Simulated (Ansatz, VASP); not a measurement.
**Ga2O3 in two plane-wave programs**

Aim: how closely do two programs agree when they are given the same cell, functional and k mesh? The cell is taken from a series of runs on this material, whose earlier steps may have relaxed, scaled, displaced or heated it; both programs get it as it stands.

Calculated with Ansatz 0.2.0; plane waves, with VASP 6.6.1 beside it; single point at r2SCAN.

## 1. Starting point

It takes space group C2/m (No. 12, monoclinic). Conventional cell: a = 12.255 Å, b = 3.040 Å, c = 5.809 Å, α = 90.00°, β = 103.82°, γ = 90.00°. Ga has 4 O at 1.83 to 1.87 Å nearest. Nearest to Ga lie 6 O at 1.94 to 2.08 Å. Nearest to O lie 3 Ga at 1.83 to 1.94 Å. Nearest to O lie 4 Ga at 1.87 to 2.08 Å. Nearest to O lie 3 Ga at 1.84 to 1.94 Å. Farther neighbours and most contacts between anions are not listed.

## 2. VASP: single point, r2SCAN

A single point gives forces, pressure and levels at one fixed geometry, so differences don't come from the geometry; what else differs is listed under the comparison.

Lines of VASP's logs that name or quote its potential files are left out, and so is its time.

INCAR

```
SYSTEM = Ga2O3
PREC = Accurate
ENCUT = 660
EDIFF = 1E-06
NELM = 120
ISMEAR = -1
SIGMA = 0.02
LREAL = .FALSE.
ALGO = Normal
METAGGA = R2SCAN
LASPH = .TRUE.
NBANDS = 54
LORBIT = 11
LWAVE = .FALSE.
LCHARG = .FALSE.
ISIF = 2
GGA_COMPAT = .FALSE.
EFERMI = MIDGAP
LMIXTAU = .TRUE.
KPAR = 2
```

POSCAR

```
Ga2O3
1.0
    6.1277229278     -1.5198155994      0.0018776490
    6.1277229278      1.5198155994      0.0018776490
   -1.3889609882      0.0000000000      5.6402654905
Ga O
4 6
Direct
    0.0904652023      0.0904652023      0.7946077346
    0.9095347977      0.9095347977      0.2053922654
    0.6587867822      0.6587867822      0.3142891230
    0.3412132178      0.3412132178      0.6857108770
    0.1641660412      0.1641660412      0.1090807940
    0.8358339588      0.8358339588      0.8909192060
    0.1733518831      0.1733518831      0.5635267302
    0.8266481169      0.8266481169      0.4364732698
    0.4962990354      0.4962990354      0.2562464097
    0.5037009646      0.5037009646      0.7437535903
```

KPOINTS

```
Automatic mesh
0
Gamma
8 8 4
0 0 0
```

The projector-augmented-wave data sets are Ga_d and O (PBE family, release 64).

Command:

```bash
mpirun -np 2 vasp_std
```

Numbers of over 12 decimals in the logs are rounded to 6 here.

Output:

```text
[banner, memory and clock lines left out]
running    2 mpi-ranks, on    1 nodes
 distrk:  each k-point on    1 cores,    2 groups
 distr:  one band on    1 cores,    1 groups

 POSCAR found type information on POSCAR GaO
 POSCAR found :  2 types and      10 ions
|                                                                             |
|               ----> ADVICE to this user running VASP <----                  |
|                                                                             |
|     You enforced a specific xc type in the INCAR file but a different       |
|     [... a line on the potential file left out ...]
|     I HOPE YOU KNOW WHAT YOU ARE DOING!                                     |
|                                                                             |

 LDA part: xc-table for (None), standard interpolation
 POSCAR, INCAR and KPOINTS ok, starting setup
 FFT: planning ... GRIDC
 FFT: planning ... GRID_SOFT
 FFT: planning ... GRID
 WAVECAR not read
 entering main loop
       N       E                     dE             d eps       ncg     rms          rms(c)
DAV:   1     0.129979278296E+04    0.12998E+04   -0.47370E+04 10030   0.353E+03
DAV:   2     0.183438505546E+03   -0.11164E+04   -0.10534E+04  8520   0.935E+02
DAV:   3    -0.103992110839E+03   -0.28743E+03   -0.27861E+03  9744   0.296E+02
DAV:   4    -0.128363427299E+03   -0.24371E+02   -0.24104E+02 10116   0.910E+01
DAV:   5    -0.129303955281E+03   -0.94053E+00   -0.93839E+00 11320   0.182E+01    0.161E+01
DAV:   6    -0.109227620953E+03    0.20076E+02   -0.20491E+01 14186   0.597E+01    0.462E+00
DAV:   7    -0.100948941196E+03    0.82787E+01   -0.35836E+00 10862   0.128E+01    0.322E+00
DAV:   8    -0.112438358858E+03   -0.11489E+02   -0.44492E+00 12942   0.238E+01    0.221E+00
DAV:   9    -0.105118281995E+03    0.73201E+01   -0.11443E+00  9810   0.120E+01    0.117E+00
DAV:  10    -0.102570009194E+03    0.25483E+01   -0.84799E-01  8540   0.589E+00    0.487E-01
DAV:  11    -0.102384956404E+03    0.18505E+00   -0.77224E-01  8562   0.616E+00    0.248E-01
DAV:  12    -0.102449751064E+03   -0.64795E-01   -0.48482E-02 12246   0.155E+00    0.270E-01
DAV:  13    -0.102466727732E+03   -0.16977E-01   -0.39984E-03 12870   0.149E+00    0.174E-01
DAV:  14    -0.102478255686E+03   -0.11528E-01   -0.18788E-02 12578   0.188E+00    0.767E-02
DAV:  15    -0.102481855722E+03   -0.36000E-02   -0.46498E-03 11226   0.113E+00    0.213E-02
DAV:  16    -0.102480874329E+03    0.98139E-03   -0.17486E-03  8974   0.402E-01    0.174E-02
DAV:  17    -0.102482223809E+03   -0.13495E-02   -0.82313E-04  9604   0.265E-01    0.966E-03
DAV:  18    -0.102482218505E+03    0.53040E-05   -0.97916E-05 10100   0.102E-01    0.858E-03
DAV:  19    -0.102482301855E+03   -0.83350E-04   -0.65421E-05  9304   0.648E-02    0.393E-03
DAV:  20    -0.102482324603E+03   -0.22747E-04   -0.79414E-06  8948   0.241E-02    0.205E-03
DAV:  21    -0.102482331281E+03   -0.66787E-05   -0.27036E-06  8118   0.149E-02    0.210E-03
DAV:  22    -0.102482332181E+03   -0.89968E-06   -0.14284E-06  6170   0.182E-02
   1 F= -.10248233E+03 E0= -.10248233E+03  d E =0.000000E+00
```

OUTCAR, selected parts (step 2):

```text
ion  position               nearest neighbor table
   1  0.090  0.090  0.795-   5 1.83  10 1.84  10 1.84   7 1.87
   2  0.910  0.910  0.205-   6 1.83   9 1.84   9 1.84   8 1.87
   3  0.659  0.659  0.314-   9 1.94   5 1.94   5 1.94   8 2.01   7 2.08   7 2.08
   4  0.341  0.341  0.686-  10 1.94   6 1.94   6 1.94   7 2.01   8 2.08   8 2.08
   5  0.164  0.164  0.109-   1 1.83   3 1.94   3 1.94
   6  0.836  0.836  0.891-   2 1.83   4 1.94   4 1.94
   7  0.173  0.173  0.564-   1 1.87   4 2.01   3 2.08   3 2.08
   8  0.827  0.827  0.436-   2 1.87   3 2.01   4 2.08   4 2.08
   9  0.496  0.496  0.256-   2 1.84   2 1.84   3 1.94
  10  0.504  0.504  0.744-   1 1.84   1 1.84   4 1.94

  LATTYP: Found a base centered monoclinic cell.
 ALAT       =    12.2554464309
 B/A-ratio  =     0.2480228865
 C/A-ratio  =     0.4739745635
 COS(beta)  =    -0.2388169390

 Subroutine GETGRP returns: Found  4 space group operations
 (whereof  4 operations were pure point group operations)

The static configuration has the point symmetry C_2h.

 Found     78 irreducible k-points:

   k-points           NKPTS =     78   k-points in BZ     NKDIM =     78   number of bands    NBANDS=     54

   dimension x,y,z NGX =    54 NGY =   54 NGZ =   50
   dimension x,y,z NGXF=   108 NGYF=  108 NGZF=  100

   ENCUT  =  660.0 eV  48.51 Ry    6.96 a.u.  13.22 13.22 12.17*2*pi/ulx,y,z

   NELECT =      88.0000    total number of electrons

 k-points in reciprocal lattice and weights: Automatic mesh
   0.00000000  0.00000000  0.00000000       0.004
   0.12500000 -0.00000000 -0.00000000       0.016
   0.25000000 -0.00000000 -0.00000000       0.016
   0.37500000  0.00000000 -0.00000000       0.016
   0.50000000 -0.00000000 -0.00000000       0.008
   0.12500000  0.12500000 -0.00000000       0.008
   0.25000000  0.12500000  0.00000000       0.016
   0.37500000  0.12500000 -0.00000000       0.016
   0.50000000  0.12500000  0.00000000       0.016
[...]
-0.37500000  0.37500000  0.50000000       0.008
   0.50000000  0.50000000  0.50000000       0.004

 average (electrostatic) potential at core
       1 -69.2373       2 -69.2373       3 -69.1435       4 -69.1435       5 -73.4774
       6 -73.4774       7 -73.9280       8 -73.9280       9 -73.7799      10 -73.7799

 E-fermi :   4.8986

 k-point     1 :       0.0000    0.0000    0.0000
  band No.  band energies     occupation
    ...
     40       2.7213      2.00000
     41       2.7244      2.00000
     42       2.9127      2.00000
     43       3.1191      2.00000
     44       3.3689      2.00000
     45       6.4053      0.00000
     46       9.7716      0.00000
     47      10.8257      0.00000
     48      10.9220      0.00000
     49      11.9543      0.00000
    ...

 k-point     2 :       0.1250   -0.0000   -0.0000
  band No.  band energies     occupation
    ...
     40       2.3573      2.00000
     41       2.5132      2.00000
     42       2.8299      2.00000
     43       3.0338      2.00000
     44       3.3654      2.00000
     45       7.2345      0.00000
     46      10.0421      0.00000
     47      11.1440      0.00000
     48      11.3794      0.00000
     49      12.4491      0.00000
    ...

 k-point     3 :       0.2500   -0.0000   -0.0000
  band No.  band energies     occupation
    ...
     40       2.2376      2.00000
     41       2.3419      2.00000
     42       2.6483      2.00000
     43       2.8692      2.00000
     44       3.3398      2.00000
     45       8.7618      0.00000
     46      10.3761      0.00000
     47      11.1321      0.00000
     48      12.1921      0.00000
     49      12.6117      0.00000
    ...

  Total        0.8777362      1.0992208      0.9030865      0.0000000      0.0000000      0.0420587
  in kB       13.3851204     16.7626696     13.7717009      0.0000000      0.0000000      0.6413780
  external PRESSURE =      14.6398303 kB  Pullay stress =       0.0000000 kB

  energy-cutoff  :      660.00
  volume of cell :      105.06
      direct lattice vectors                 reciprocal lattice vectors
     6.127722928 -1.519815599  0.001877649     0.081590222 -0.328987280  0.020092252
     6.127722928  1.519815599  0.001877649     0.081590222  0.328987280  0.020092252
    -1.388960988  0.000000000  5.640265491    -0.000054323  0.000000000  0.177283241

 POSITION                                       TOTAL-FORCE (eV/Angst)
 -----------------------------------------------------------------------------------
      0.00501      0.00000      4.48214         0.028431      0.000000      0.004328
     10.86147      0.00000      1.16188        -0.028431      0.000000     -0.004328
      7.63719      0.00000      1.77515        -0.008029      0.000000      0.055493
      3.22929      0.00000      3.86887         0.008029      0.000000     -0.055493
      1.86042      0.00000      0.61586         0.060844      0.000000      0.022936
      9.00607      0.00000      5.02816        -0.060844      0.000000     -0.022936
      1.34179      0.00000      3.17909         0.023977      0.000000     -0.055477
      9.52470      0.00000      2.46493        -0.023977      0.000000      0.055477
      5.72645      0.00000      1.44716         0.077499      0.000000      0.029511
      5.14004      0.00000      4.19686        -0.077499      0.000000     -0.029511
 -----------------------------------------------------------------------------------
    total drift:                                0.000000      0.000000     -0.000000

  FREE ENERGIE OF THE ION-ELECTRON SYSTEM (eV)
  ---------------------------------------------------
  free  energy   TOTEN  =      -102.4823321810 eV

  energy  without entropy=     -102.4823321810  energy(sigma->0) =     -102.48233218

 total charge
# of ion       s       p       d       tot
------------------------------------------
    1        0.694   0.843  10.288  11.826
    2        0.694   0.843  10.288  11.826
    3        0.614   0.692  10.262  11.567
    4        0.614   0.692  10.262  11.567
    5        1.553   3.549   0.000   5.101
    6        1.553   3.549   0.000   5.101
    7        1.557   3.542   0.000   5.099
    8        1.557   3.542   0.000   5.099
    9        1.550   3.578   0.000   5.128
   10        1.550   3.578   0.000   5.128
--------------------------------------------------
tot         11.937  24.407  41.101  77.445

[... 3 further parts left out ...]
```

The run ends at a pressure of 1.46 GPa, with forces up to 0.083 eV/Å.

(Part 1 of 2 ends here.)

[Lines on the potential files, build, host, timing and source positions are cut from VASP's logs without a mark.]

[Logs are printed without paths, hosts, clocks, repeated set-up lines and the standing remarks that a program may print on its own settings, such as how far it seeks lower states.]

[Hosts, paths, dates, database ids (printed as entryN), source tags and the programs' standing remarks are cut or masked in the printed files.]
